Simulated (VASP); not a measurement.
The system is LaSb2Au.

```
La Au Sb
1.0
     4.33884    0.00000    0.00000
     0.00000    4.33884    0.00000
     0.00000    0.00000   10.90442
La Au Sb
2 2 4
Direct
  0.00000 0.50000 0.26299
  0.50000 0.00000 0.73701
  0.00000 0.00000 0.00000
  0.50000 0.50000 0.00000
  0.00000 0.50000 0.83331
  0.50000 0.00000 0.16669
  0.00000 0.00000 0.50000
  0.50000 0.50000 0.50000
```

The cell was built by a generator and needn't be a form met in nature.

* Program: VASP 6.6.1
* Task: relaxation of cell and atoms
* Functional: PBEsol
* Potentials or basis: VASP PAW PBE potentials, release 64 (La, Au, Sb)
* Cutoff: 600 eV
* k mesh: 10 × 10 × 4
* Occupations: methfessel-paxton, width 0.1 eV
* Spin: no spin polarisation

At the start: pressure -0.4 GPa; volume 25.66 Å³/atom.

How do energy, volume and symmetry change on relaxing?

Over 11 steps the energy falls by 19.4 meV/atom and the volume is 25.27 Å³/atom (-1.5 %); space group P4/nmm (No. 129, to 0.05 Å).

Step by step:
| step | energy change (eV) | largest force (eV/Å) | pressure (GPa) | volume (Å³) |
| --- | --- | --- | --- | --- |
| 1 | 0.0000 | 0.4047 | -0.37 | 205.28 |
| 2 | -0.0667 | 0.3998 | 0.13 | 203.50 |
| 3 | -0.1085 | 0.3692 | 1.09 | 200.64 |
| 4 | -0.1348 | 0.2321 | -0.99 | 205.06 |
| 5 | -0.1360 | 0.2554 | -0.64 | 204.28 |
| 6 | -0.1517 | 0.0876 | -0.29 | 203.12 |
| 7 | -0.1546 | 0.0379 | -0.04 | 202.36 |
| 8 | -0.1546 | 0.0398 | -0.04 | 202.40 |
| 9 | -0.1548 | 0.0328 | 0.01 | 202.19 |
| 10 | -0.1549 | 0.0259 | 0.08 | 201.99 |
| 11 | -0.1550 | 0.0094 | -0.03 | 202.19 |

Final structure:
```
CELL_PARAMETERS angstrom
4.43316 0.00000 0.00000
0.00000 4.43316 0.00000
0.00000 0.00000 10.28827
ATOMIC_POSITIONS crystal
La 0.00000 0.50000 0.25171
La 0.50000 0.00000 0.74829
Au 0.00000 0.00000 0.00000
Au 0.50000 0.50000 0.00000
Sb 0.00000 0.50000 0.82701
Sb 0.50000 0.00000 0.17299
Sb 0.00000 0.00000 0.50000
Sb 0.50000 0.50000 0.50000
```

Caveat: the PAW data sets were made with another functional, which shifts forces and pressure a little.
